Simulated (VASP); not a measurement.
Level of theory: optB86b-vdW, VASP's PBE PAW potentials (set 64) (plane waves; VASP).

The input files of a VASP run:

### KPOINTS
```
Automatic mesh
0
Gamma
8 8 8
0 0 0
```

POSCAR:
```
NaI
1
    0.0000000000     3.2162857064     3.2162857064
    3.2162857064     0.0000000000     3.2162857064
    3.2162857064     3.2162857064    -0.0000000000
Na I
1 1
Direct
  0.0000000000   0.0000000000   0.0000000000
  0.5000000000   0.5000000000   0.5000000000
```

INCAR:
```
LASPH = .TRUE.   ! aspherical one-centre terms
GGA = MK
ISIF = 2   ! forces and stress, cell fixed
SYSTEM = NaI
LREAL = .FALSE.   ! projection in real space or not
PREC = Accurate
PARAM1 = 0.1234
LMAXMIX = 4   ! l cut-off of mixed one-centre charges
PARAM2 = 1.0
NEDOS = 601
AGGAC = 0.0
LORBIT = 11
LCHARG = .TRUE.
LWAVE = .FALSE.
ENCUT = 520   ! plane-wave cut-off (eV)
LUSE_VDW = .TRUE.
ISMEAR = -5   ! tetrahedra, Bloechl
NELM = 100   ! most electronic steps
EDIFF = 1E-7
ALGO = Normal   ! blocked Davidson
```

POTCAR, in this order: Na_pv I (PBE.64 set). Program: vasp_std.

Output

**OSZICAR**
```
       N       E                     dE             d eps       ncg     rms          rms(c)
DAV:   1     0.793003196190E+02    0.79300E+02   -0.69378E+03   641   0.116E+03
DAV:   2     0.465995175598E+01   -0.74640E+02   -0.71586E+02   698   0.229E+02
DAV:   3    -0.128308205689E+01   -0.59430E+01   -0.59087E+01   775   0.651E+01
DAV:   4    -0.144778994241E+01   -0.16471E+00   -0.16459E+00   774   0.117E+01
DAV:   5    -0.145240434468E+01   -0.46144E-02   -0.46143E-02   745   0.193E+00    0.145E+00
DAV:   6    -0.139394522928E+01    0.58459E-01   -0.90945E-02   737   0.212E+00    0.968E-01
DAV:   7    -0.138831221368E+01    0.56330E-02   -0.70632E-02   731   0.172E+00    0.529E-01
DAV:   8    -0.139087141152E+01   -0.25592E-02   -0.53483E-03   662   0.788E-01    0.128E-01
DAV:   9    -0.139083738837E+01    0.34023E-04   -0.12622E-04   737   0.130E-01    0.397E-02
DAV:  10    -0.139085093630E+01   -0.13548E-04   -0.41054E-05   734   0.816E-02    0.697E-03
DAV:  11    -0.139085120826E+01   -0.27196E-06   -0.49229E-06   671   0.279E-02    0.216E-03
DAV:  12    -0.139085130585E+01   -0.97590E-07   -0.56504E-07   728   0.610E-03
   1 F= -.13908513E+01 E0= -.13908513E+01  d E =0.000000E+00
```

OUTCAR:
```
------------------------ aborting loop because EDIFF is reached ----------------------------------------
  FORCE on cell =-STRESS in cart. coord.  units (eV):
  Direction    XX          YY          ZZ          XY          YZ          ZX
  --------------------------------------------------------------------------------------
  Total       -0.0186996     -0.0186996     -0.0186996      0.0000000     -0.0000000     -0.0000000
  in kB       -0.4502446     -0.4502446     -0.4502446      0.0000000     -0.0000000     -0.0000000
  external PRESSURE =      -0.4502446 kB  Pullay stress =       0.0000000 kB
  volume of cell :       66.54
      direct lattice vectors                 reciprocal lattice vectors
     0.000000000  3.216285706  3.216285706    -0.155458826  0.155458826  0.155458826
     3.216285706  0.000000000  3.216285706     0.155458826 -0.155458826  0.155458826
     3.216285706  3.216285706  0.000000000     0.155458826  0.155458826 -0.155458826
  FREE ENERGIE OF THE ION-ELECTRON SYSTEM (eV)
  ---------------------------------------------------
  free  energy   TOTEN  =        -1.3908513059 eV

  energy  without entropy=       -1.3908513059  energy(sigma->0) =       -1.39085131

 total charge

# of ion       s       p       d       tot
------------------------------------------
    1        0.043   5.975   0.000   6.018
    2        1.496   2.848   0.003   4.347
--------------------------------------------------
tot          1.539   8.823   0.003  10.365
```
(Selected blocks of OUTCAR.)

The compound is NaI in the rock salt structure. It was relaxed first.
